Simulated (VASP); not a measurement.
Level of theory: PBE GGA, VASP's PBE PAW potentials (set 64) (plane waves; VASP 6.6.1).

Input for VASP

**POSCAR**
```
Zn32Se32
1
   11.4825331932     0.0000000000     0.0000000000
    0.0000000000    11.4825331932     0.0000000000
   -0.0000000000    -0.0000000000    11.4825331932
Zn Se
32 32
Direct
  0.5000000000   0.0000000000   0.0000000000
  0.7500000000   0.2500000000   0.0000000000
  0.7500000000   0.0000000000   0.2500000000
  0.0000000000   0.0000000000   0.0000000000
  0.2500000000   0.2500000000   0.0000000000
  0.5000000000   0.5000000000   0.0000000000
  0.7500000000   0.7500000000   0.0000000000
  0.2500000000   0.0000000000   0.2500000000
  0.5000000000   0.2500000000   0.2500000000
  0.7500000000   0.5000000000   0.2500000000
  0.5000000000   0.0000000000   0.5000000000
  0.7500000000   0.2500000000   0.5000000000
  0.7500000000   0.0000000000   0.7500000000
  0.0000000000   0.5000000000   0.0000000000
  0.2500000000   0.7500000000   0.0000000000
  0.0000000000   0.2500000000   0.2500000000
  0.2500000000   0.5000000000   0.2500000000
  0.5000000000   0.7500000000   0.2500000000
  0.0000000000   0.0000000000   0.5000000000
  0.2500000000   0.2500000000   0.5000000000
  0.5000000000   0.5000000000   0.5000000000
  0.7500000000   0.7500000000   0.5000000000
  0.2500000000   0.0000000000   0.7500000000
  0.5000000000   0.2500000000   0.7500000000
  0.7500000000   0.5000000000   0.7500000000
  0.0000000000   0.7500000000   0.2500000000
  0.0000000000   0.5000000000   0.5000000000
  0.2500000000   0.7500000000   0.5000000000
  0.0000000000   0.2500000000   0.7500000000
  0.2500000000   0.5000000000   0.7500000000
  0.5000000000   0.7500000000   0.7500000000
  0.0000000000   0.7500000000   0.7500000000
  0.6250000000   0.1250000000   0.1250000000
  0.8750000000   0.3750000000   0.1250000000
  0.8750000000   0.1250000000   0.3750000000
  0.1250000000   0.1250000000   0.1250000000
  0.3750000000   0.3750000000   0.1250000000
  0.6250000000   0.6250000000   0.1250000000
  0.8750000000   0.8750000000   0.1250000000
  0.3750000000   0.1250000000   0.3750000000
  0.6250000000   0.3750000000   0.3750000000
  0.8750000000   0.6250000000   0.3750000000
  0.6250000000   0.1250000000   0.6250000000
  0.8750000000   0.3750000000   0.6250000000
  0.8750000000   0.1250000000   0.8750000000
  0.1250000000   0.6250000000   0.1250000000
  0.3750000000   0.8750000000   0.1250000000
  0.1250000000   0.3750000000   0.3750000000
  0.3750000000   0.6250000000   0.3750000000
  0.6250000000   0.8750000000   0.3750000000
  0.1250000000   0.1250000000   0.6250000000
  0.3750000000   0.3750000000   0.6250000000
  0.6250000000   0.6250000000   0.6250000000
  0.8750000000   0.8750000000   0.6250000000
  0.3750000000   0.1250000000   0.8750000000
  0.6250000000   0.3750000000   0.8750000000
  0.8750000000   0.6250000000   0.8750000000
  0.1250000000   0.8750000000   0.3750000000
  0.1250000000   0.6250000000   0.6250000000
  0.3750000000   0.8750000000   0.6250000000
  0.1250000000   0.3750000000   0.8750000000
  0.3750000000   0.6250000000   0.8750000000
  0.6250000000   0.8750000000   0.8750000000
  0.1250000000   0.8750000000   0.8750000000
```

**INCAR**
```
! general
SYSTEM   =  Zn32Se32
PREC     =  Normal
ENCUT    =  400
LREAL    =  Auto
LASPH    =  T

! electronic loop
EDIFF    =  1E-5
NELM     =  100
NELMIN   =  4
ALGO     =  Fast
LMAXMIX  =  4

! smearing
ISMEAR   =  0
SIGMA    =  0.05

! functional
GGA      =  PE

! ions
IBRION   =  2
NSW      =  20
ISIF     =  2
EDIFFG   =  -0.03

! output
LWAVE    =  T
LCHARG   =  F
```

File KPOINTS:
```
Automatic mesh
0
Gamma
1 1 1
0 0 0
```

POTCAR, in this order: Zn Se (PBE.64 set). Program: vasp_gam.

Output

**OUTCAR**
```
 ion  position               nearest neighbor table
   1  0.500  0.000  0.000-  33 2.49  47 2.49  55 2.49  63 2.49
   2  0.750  0.250  0.000-  33 2.49  34 2.49  45 2.49  56 2.49
   3  0.750  0.000  0.250-  33 2.49  35 2.49  39 2.49  50 2.49
   4  0.000  0.000  0.000-  36 2.49  39 2.49  45 2.49  64 2.49
   5  0.250  0.250  0.000-  36 2.49  37 2.49  55 2.49  61 2.49
   6  0.500  0.500  0.000-  37 2.49  38 2.49  56 2.49  62 2.49
   7  0.750  0.750  0.000-  38 2.49  39 2.49  57 2.49  63 2.49
   8  0.250  0.000  0.250-  36 2.49  40 2.49  47 2.49  58 2.49
   9  0.500  0.250  0.250-  33 2.49  37 2.49  40 2.49  41 2.49
  10  0.750  0.500  0.250-  34 2.49  38 2.49  41 2.49  42 2.49
  11  0.500  0.000  0.500-  40 2.49  43 2.49  50 2.49  60 2.49
  12  0.750  0.250  0.500-  35 2.49  41 2.49  43 2.49  44 2.49
  13  0.750  0.000  0.750-  43 2.49  45 2.49  54 2.49  63 2.49
  14  0.000  0.500  0.000-  34 2.49  46 2.49  57 2.49  61 2.49
  15  0.250  0.750  0.000-  46 2.49  47 2.49  62 2.49  64 2.49
  16  0.000  0.250  0.250-  34 2.49  35 2.49  36 2.49  48 2.49
  17  0.250  0.500  0.250-  37 2.49  46 2.49  48 2.49  49 2.49
  18  0.500  0.750  0.250-  38 2.49  47 2.49  49 2.49  50 2.49
  19  0.000  0.000  0.500-  35 2.49  51 2.49  54 2.49  58 2.49
  20  0.250  0.250  0.500-  40 2.49  48 2.49  51 2.49  52 2.49
  21  0.500  0.500  0.500-  41 2.49  49 2.49  52 2.49  53 2.49
  22  0.750  0.750  0.500-  42 2.49  50 2.49  53 2.49  54 2.49
  23  0.250  0.000  0.750-  51 2.49  55 2.49  60 2.49  64 2.49
  24  0.500  0.250  0.750-  43 2.49  52 2.49  55 2.49  56 2.49
  25  0.750  0.500  0.750-  44 2.49  53 2.49  56 2.49  57 2.49
  26  0.000  0.750  0.250-  39 2.49  42 2.49  46 2.49  58 2.49
  27  0.000  0.500  0.500-  42 2.49  44 2.49  48 2.49  59 2.49
  28  0.250  0.750  0.500-  49 2.49  58 2.49  59 2.49  60 2.49
  29  0.000  0.250  0.750-  44 2.49  45 2.49  51 2.49  61 2.49
  30  0.250  0.500  0.750-  52 2.49  59 2.49  61 2.49  62 2.49
  31  0.500  0.750  0.750-  53 2.49  60 2.49  62 2.49  63 2.49
  32  0.000  0.750  0.750-  54 2.49  57 2.49  59 2.49  64 2.49
  33  0.625  0.125  0.125-   1 2.49   2 2.49   3 2.49   9 2.49
  34  0.875  0.375  0.125-   2 2.49  10 2.49  14 2.49  16 2.49
  35  0.875  0.125  0.375-   3 2.49  12 2.49  16 2.49  19 2.49
  36  0.125  0.125  0.125-   4 2.49   5 2.49   8 2.49  16 2.49
  37  0.375  0.375  0.125-   5 2.49   6 2.49   9 2.49  17 2.49
  38  0.625  0.625  0.125-   6 2.49   7 2.49  10 2.49  18 2.49
  39  0.875  0.875  0.125-   3 2.49   4 2.49   7 2.49  26 2.49
  40  0.375  0.125  0.375-   8 2.49   9 2.49  11 2.49  20 2.49
  41  0.625  0.375  0.375-   9 2.49  10 2.49  12 2.49  21 2.49
  42  0.875  0.625  0.375-  10 2.49  22 2.49  26 2.49  27 2.49
  43  0.625  0.125  0.625-  11 2.49  12 2.49  13 2.49  24 2.49
  44  0.875  0.375  0.625-  12 2.49  25 2.49  27 2.49  29 2.49
  45  0.875  0.125  0.875-   2 2.49   4 2.49  13 2.49  29 2.49
  46  0.125  0.625  0.125-  14 2.49  15 2.49  17 2.49  26 2.49
  47  0.375  0.875  0.125-   1 2.49   8 2.49  15 2.49  18 2.49
  48  0.125  0.375  0.375-  16 2.49  17 2.49  20 2.49  27 2.49
  49  0.375  0.625  0.375-  17 2.49  18 2.49  21 2.49  28 2.49
  50  0.625  0.875  0.375-   3 2.49  11 2.49  18 2.49  22 2.49
  51  0.125  0.125  0.625-  19 2.49  20 2.49  23 2.49  29 2.49
  52  0.375  0.375  0.625-  20 2.49  21 2.49  24 2.49  30 2.49
  53  0.625  0.625  0.625-  21 2.49  22 2.49  25 2.49  31 2.49
  54  0.875  0.875  0.625-  13 2.49  19 2.49  22 2.49  32 2.49
  55  0.375  0.125  0.875-   1 2.49   5 2.49  23 2.49  24 2.49
  56  0.625  0.375  0.875-   2 2.49   6 2.49  24 2.49  25 2.49
  57  0.875  0.625  0.875-   7 2.49  14 2.49  25 2.49  32 2.49
  58  0.125  0.875  0.375-   8 2.49  19 2.49  26 2.49  28 2.49
  59  0.125  0.625  0.625-  27 2.49  28 2.49  30 2.49  32 2.49
  60  0.375  0.875  0.625-  11 2.49  23 2.49  28 2.49  31 2.49
  61  0.125  0.375  0.875-   5 2.49  14 2.49  29 2.49  30 2.49
  62  0.375  0.625  0.875-   6 2.49  15 2.49  30 2.49  31 2.49
  63  0.625  0.875  0.875-   1 2.49   7 2.49  13 2.49  31 2.49
  64  0.125  0.875  0.875-   4 2.49  15 2.49  23 2.49  32 2.49
  LATTYP: Found a simple cubic cell.
 ALAT       =    11.4825331932
 Subroutine PRICEL returns following result:
  LATTYP: Found a face centered cubic cell.
 ALAT       =     5.7412665966
 Subroutine GETGRP returns: Found 24 space group operations
The static configuration has the point symmetry T_d .
The dynamic configuration has the point symmetry T_d .
 Subroutine INISYM returns: Found 24 space group operations
 Subroutine IBZKPT returns following result:
...
```

### OSZICAR
```
       N       E                     dE             d eps       ncg     rms          rms(c)
DAV:   1     0.697715933679E+04    0.69772E+04   -0.22060E+05   690   0.184E+03
DAV:   2     0.134603786329E+04   -0.56311E+04   -0.54673E+04   690   0.508E+02
DAV:   3    -0.370797521426E+02   -0.13831E+04   -0.12799E+04   763   0.200E+02
DAV:   4    -0.195963774284E+03   -0.15888E+03   -0.15656E+03   779   0.685E+01
DAV:   5    -0.200573155679E+03   -0.46094E+01   -0.45793E+01   764   0.108E+01    0.266E+01
RMM:   6    -0.191425907588E+03    0.91472E+01   -0.27132E+01   690   0.111E+01    0.206E+01
RMM:   7    -0.190700608357E+03    0.72530E+00   -0.10670E+01   690   0.596E+00    0.596E+00
RMM:   8    -0.190860971315E+03   -0.16036E+00   -0.17429E+00   694   0.228E+00    0.288E+00
RMM:   9    -0.190806170501E+03    0.54801E-01   -0.52746E-01   690   0.185E+00    0.171E+00
RMM:  10    -0.190795621892E+03    0.10549E-01   -0.12911E-01   699   0.942E-01    0.324E-01
RMM:  11    -0.190799220339E+03   -0.35984E-02   -0.23095E-02   700   0.320E-01    0.589E-01
RMM:  12    -0.190798119421E+03    0.11009E-02   -0.11141E-02   694   0.291E-01    0.714E-02
RMM:  13    -0.190798134954E+03   -0.15533E-04   -0.10489E-03   712   0.549E-02    0.559E-02
RMM:  14    -0.190798145023E+03   -0.10069E-04   -0.19889E-04   692   0.307E-02    0.247E-02
RMM:  15    -0.190798127342E+03    0.17681E-04   -0.15704E-04   690   0.248E-02    0.149E-02
RMM:  16    -0.190798130528E+03   -0.31860E-05   -0.29737E-05   452   0.111E-02
   1 F= -.19079813E+03 E0= -.19079813E+03  d E =-.190798E+03
```

OUTCAR:
```
------------------------ aborting loop because EDIFF is reached ----------------------------------------
  FORCE on cell =-STRESS in cart. coord.  units (eV):
  Direction    XX          YY          ZZ          XY          YZ          ZX
  --------------------------------------------------------------------------------------
  Total       -0.3469304     -0.3469304     -0.3469304     -0.0000000      0.0000000      0.0000000
  in kB       -0.3671468     -0.3671468     -0.3671468     -0.0000000      0.0000000      0.0000000
  external PRESSURE =      -0.3671468 kB  Pullay stress =       0.0000000 kB
  volume of cell :     1513.96
      direct lattice vectors                 reciprocal lattice vectors
    11.482533193  0.000000000  0.000000000     0.087088797  0.000000000  0.000000000
     0.000000000 11.482533193  0.000000000     0.000000000  0.087088797  0.000000000
     0.000000000  0.000000000 11.482533193     0.000000000  0.000000000  0.087088797
  FREE ENERGIE OF THE ION-ELECTRON SYSTEM (eV)
  ---------------------------------------------------
  free  energy   TOTEN  =      -190.7981305283 eV

  energy  without entropy=     -190.7981305283  energy(sigma->0) =     -190.79813053

 reached required accuracy - stopping structural energy minimisation
```
(Selected blocks of OUTCAR.)

File OUTCAR:
```
 val. band max:        1.3222367117   @ k =   0.0000   0.0000   0.0000

 cond. band min:       2.4421628191   @ k =   0.0000   0.0000   0.0000


 Fermi energy:         1.5791919501

 k-point     1 :       0.0000    0.0000    0.0000
  band No.  band energies     occupation
      1     -11.6914      2.00000
      2     -11.2425      2.00000
      3     -11.2425      2.00000
      4     -11.2425      2.00000
      5     -11.2425      2.00000
      6     -11.2425      2.00000
      7     -11.2425      2.00000
      8     -10.9797      2.00000
      9     -10.9797      2.00000
     10     -10.9797      2.00000
     11     -10.9797      2.00000
     12     -10.9797      2.00000
     13     -10.9797      2.00000
     14     -10.9797      2.00000
     15     -10.9797      2.00000
     16     -10.9797      2.00000
     17     -10.9797      2.00000
     18     -10.9797      2.00000
     19     -10.9797      2.00000
     20     -10.9629      2.00000
     21     -10.9629      2.00000
     22     -10.9629      2.00000
     23     -10.9629      2.00000
     24     -10.7163      2.00000
     25     -10.7163      2.00000
     26     -10.7163      2.00000
     27     -10.7118      2.00000
     28     -10.7118      2.00000
     29     -10.7118      2.00000
     30     -10.7118      2.00000
     31     -10.7118      2.00000
     32     -10.7118      2.00000
     33      -5.1229      2.00000
     34      -5.1229      2.00000
     35      -5.1229      2.00000
     36      -5.1191      2.00000
     37      -5.1191      2.00000
     38      -5.1191      2.00000
     39      -5.1191      2.00000
     40      -5.1191      2.00000
     41      -5.1191      2.00000
     42      -5.0719      2.00000
     43      -5.0719      2.00000
     44      -5.0719      2.00000
     45      -5.0432      2.00000
     46      -5.0432      2.00000
     47      -5.0432      2.00000
     48      -5.0432      2.00000
     49      -5.0432      2.00000
     50      -5.0432      2.00000
     51      -5.0432      2.00000
...
```

The supercell is sampled at Γ alone, which is coarse: total energies, pressure and levels can be off, energies of defects by several tenths of an eV.

The cell is a supercell, built from ZnSe (zinc blende).
